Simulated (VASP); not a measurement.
A convergence study with VASP on FeAl (space group no. 221 when undisturbed): one setting is varied, all else stays as given below, so the limit is that of these other settings. One atom is moved off its site, so that forces are finite.

```yaml
crystal:
  lattice:
    - [2.91873, 0.00000, 0.00000]
    - [0.00000, 2.91873, 0.00000]
    - [0.00000, 0.00000, 2.91873]
  atoms:
    - { symbol: Al, position: [0.50000, 0.50000, 0.51713] }
    - { symbol: Fe, position: [0.00000, 0.00000, 0.00000] }
```

Calculation: LDA (Ceperley-Alder, Perdew-Zunger), VASP's LDA PAW potentials (set 64) (plane waves; VASP 6.6.1). The tightest run used: 720 eV cut-off, 11×11×11 Γ-centred mesh, Fermi-Dirac smearing of 0.10 eV, potentials Al Fe.

```json
[
 {"setting": "ENCUT = 105", "E (eV/atom)": "15.5504", "pressure (GPa)": "-1134.31", "largest force (eV/Å)": "0.048", "plane waves": "69"},
 {"setting": "ENCUT = 120", "E (eV/atom)": "4.6528", "pressure (GPa)": "-809.73", "largest force (eV/Å)": "0.243", "plane waves": "81"},
 {"setting": "ENCUT = 135", "E (eV/atom)": "-1.4181", "pressure (GPa)": "-512.54", "largest force (eV/Å)": "0.407", "plane waves": "94"},
 {"setting": "ENCUT = 150", "E (eV/atom)": "-4.2165", "pressure (GPa)": "-319.43", "largest force (eV/Å)": "0.316", "plane waves": "110"},
 {"setting": "ENCUT = 165", "E (eV/atom)": "-5.6561", "pressure (GPa)": "-200.03", "largest force (eV/Å)": "0.281", "plane waves": "136"},
 {"setting": "ENCUT = 180", "E (eV/atom)": "-6.4047", "pressure (GPa)": "-123.22", "largest force (eV/Å)": "0.258", "plane waves": "147"},
 {"setting": "ENCUT = 210", "E (eV/atom)": "-6.9800", "pressure (GPa)": "-45.90", "largest force (eV/Å)": "0.274", "plane waves": "177"},
 {"setting": "ENCUT = 240", "E (eV/atom)": "-7.0558", "pressure (GPa)": "-24.46", "largest force (eV/Å)": "0.302", "plane waves": "220"}
]
```

These are the cheaper rows. Estimate the results at ENCUT = 720, and how far the last row shown lies from them.

```
quantity              tightest run  last row shown is off by
--------------------  ------------  ------------------------
E (eV/atom)                -7.0703                    0.0146
pressure (GPa)              -17.54                     -6.92
largest force (eV/Å)         0.303                     0.000
```

Left out are rungs that failed or repeat a setting and relaxations that didn't move; long series are thinned to 24 rows.

The structure is a typed FeAl crystal (space group no. 221). The cell was not relaxed at this level, it is distorted from the ideal structure. The run is not spin-polarised, so no magnetic state was tried. The electron count is odd and the run is not spin-polarised, which forces a metal.
